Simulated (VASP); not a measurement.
All values below come from PBE GGA, VASP's PBE PAW potentials (set 64) (plane waves; VASP 6.6.1).

VASP ran on this input.

### KPOINTS
```
Automatic mesh
0
Gamma
8 8 8
0 0 0
```

### POSCAR
```
InP
1.0
  0.0000000000   2.9779739867   2.9779739867
  2.9779739867   0.0000000000   2.9779739867
  2.9779739867   2.9779739867   0.0000000000
In P
1 1
Cartesian
  0.0000000000   0.0000000000   0.0000000000
  1.4889869933   1.4889869933   1.4889869933
```

INCAR:
```
SIGMA=0.05   ! width (eV)
ISIF=2
ISMEAR=0   ! Gaussian
LASPH=.TRUE.
PREC=Accurate
EDIFF=1E-7   ! SCF stop (eV)
SYSTEM=InP
GGA=PE   ! PBE
NELM=100
LWAVE=.FALSE.
ALGO=Normal   ! blocked Davidson
ENCUT=480   ! plane-wave cut-off (eV)
LCHARG=.FALSE.
LMAXMIX=4
LREAL=.FALSE.   ! projection in real space or not
```

POTCAR, in this order: In_d P (PBE.64 set). Program: vasp_std.

What VASP printed:

File OUTCAR:
```
 ion  position               nearest neighbor table
   1  0.000  0.000  0.000-   2 2.58   2 2.58   2 2.58   2 2.58
   2  0.250  0.250  0.250-   1 2.58   1 2.58   1 2.58   1 2.58
  LATTYP: Found a face centered cubic cell.
 ALAT       =     5.9559479734
 Subroutine PRICEL returns:
 Original cell was already a primitive cell.
 Subroutine GETGRP returns: Found 24 space group operations
The static configuration has the point symmetry T_d .
The dynamic configuration has the point symmetry T_d .
 Subroutine INISYM returns: Found 24 space group operations
 Subroutine IBZKPT returns following result:
 Found     29 irreducible k-points:

 Following reciprocal coordinates:
            Coordinates               Weight
  0.000000  0.000000  0.000000      1.000000
  0.125000  0.000000  0.000000      8.000000
  0.250000  0.000000  0.000000      8.000000
  0.375000  0.000000  0.000000      8.000000
  0.500000  0.000000  0.000000      4.000000
  0.125000  0.125000  0.000000      6.000000
  0.250000  0.125000  0.000000     24.000000
  0.375000  0.125000  0.000000     24.000000
  0.500000  0.125000  0.000000     24.000000
...
```

OSZICAR:
```
       N       E                     dE             d eps       ncg     rms          rms(c)
DAV:   1     0.113213661869E+03    0.11321E+03   -0.82939E+03   754   0.146E+03
DAV:   2    -0.809358246930E+00   -0.11402E+03   -0.11096E+03   789   0.322E+02
DAV:   3    -0.859694269634E+01   -0.77876E+01   -0.77450E+01   994   0.904E+01
DAV:   4    -0.879860769551E+01   -0.20166E+00   -0.20155E+00   892   0.160E+01
DAV:   5    -0.880841800907E+01   -0.98103E-02   -0.98099E-02  1102   0.310E+00    0.526E+00
DAV:   6    -0.842810771996E+01    0.38031E+00   -0.74972E-01  1097   0.150E+01    0.324E+00
DAV:   7    -0.840506435030E+01    0.23043E-01   -0.18831E-01  1034   0.360E+00    0.121E+00
DAV:   8    -0.840548221963E+01   -0.41787E-03   -0.15454E-02   965   0.179E+00    0.324E-01
DAV:   9    -0.840622788653E+01   -0.74567E-03   -0.23646E-03   948   0.738E-01    0.188E-01
DAV:  10    -0.840626528193E+01   -0.37395E-04   -0.19853E-04   987   0.120E-01    0.129E-01
DAV:  11    -0.840632433769E+01   -0.59056E-04   -0.50084E-05   854   0.523E-02    0.407E-02
DAV:  12    -0.840633838601E+01   -0.14048E-04   -0.41716E-05   880   0.110E-01    0.204E-02
DAV:  13    -0.840633858558E+01   -0.19957E-06   -0.20512E-06   930   0.143E-02    0.176E-02
DAV:  14    -0.840633888044E+01   -0.29486E-06   -0.10018E-06   824   0.105E-02    0.484E-03
DAV:  15    -0.840633898515E+01   -0.10471E-06   -0.72760E-08   682   0.196E-03    0.278E-03
DAV:  16    -0.840633898720E+01   -0.20548E-08   -0.12833E-08   427   0.212E-03
   1 F= -.84063390E+01 E0= -.84063390E+01  d E =-.383633E-12
```

**OUTCAR**
```
------------------------ aborting loop because EDIFF is reached ----------------------------------------
  FORCE on cell =-STRESS in cart. coord.  units (eV):
  Direction    XX          YY          ZZ          XY          YZ          ZX
  --------------------------------------------------------------------------------------
  Total        0.0217054      0.0217054      0.0217054      0.0000000      0.0000000     -0.0000000
  in kB        0.6583935      0.6583935      0.6583935      0.0000000      0.0000000     -0.0000000
  external PRESSURE =       0.6583935 kB  Pullay stress =       0.0000000 kB
  volume of cell :       52.82
      direct lattice vectors                 reciprocal lattice vectors
     0.000000000  2.977973987  2.977973987    -0.167899385  0.167899385  0.167899385
     2.977973987  0.000000000  2.977973987     0.167899385 -0.167899385  0.167899385
     2.977973987  2.977973987  0.000000000     0.167899385  0.167899385 -0.167899385
  FREE ENERGIE OF THE ION-ELECTRON SYSTEM (eV)
  ---------------------------------------------------
  free  energy   TOTEN  =        -8.4063389872 eV

  energy  without entropy=       -8.4063389872  energy(sigma->0) =       -8.40633899
```
(Selected blocks of OUTCAR.)

The compound is InP in the zinc blende structure. It was relaxed first.
